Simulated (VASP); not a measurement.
Cr3Te, 4 atoms in the cell. It takes space group P4/mmm (No. 123, tetragonal). Conventional cell: a = 4.282 Å, b = 4.282 Å, c = 4.040 Å, α = 90.00°, β = 90.00°, γ = 90.00°. Cr (site symmetry mmm) has 8 Cr at 2.94 to 3.03 Å and 4 Te at 2.94 Å as nearest neighbours. Cr (site symmetry 4/mmm) has 8 Cr at 2.94 Å and 4 Te at 3.03 Å as nearest neighbours. Around Te (site symmetry 4/mmm) lie 12 Cr at 2.94 to 3.03 Å. The cell was built by a generator and needn't be a form met in nature.

```yaml
Program: VASP 6.6.1
Task: single point
Functional: r2SCAN
Potentials_or_basis: VASP PAW PBE potentials, release 64 (Cr_pv, Te)
Cutoff: 520 eV
k_mesh: 6 × 6 × 6
Occupations: methfessel-paxton, width 0.0385 eV
Spin: no spin polarisation
Dipole_correction: no
Further_INCAR_settings: ALGO = Normal; EDIFF = 1e-07; NBANDS = 29
```

Potentials or basis: VASP PAW PBE potentials, release 64 (Cr_pv, Te).

Command:

```sh
$ cat potpaw_PBE.64/Cr_pv/POTCAR potpaw_PBE.64/Te/POTCAR > POTCAR
$ cp INCAR.step1 INCAR
$ mpirun -np 1 vasp_std > vasp.out
$ cp INCAR.step2 INCAR
$ mpirun -np 1 vasp_std > vasp.out
```

Hardware: 1 thread of Intel(R) Xeon(R) Platinum 8259CL CPU @ 2.50GHz (Skylake/Cascade Lake) (shared host).

Problem. How long does it take, and how much memory?

Solution. Run time: 5.9 min on 1 thread of Intel(R) Xeon(R) Platinum 8259CL CPU @ 2.50GHz (Skylake/Cascade Lake), on a shared host, peak memory 0.23 GiB. Counts: scf iterations 20, k points 40.
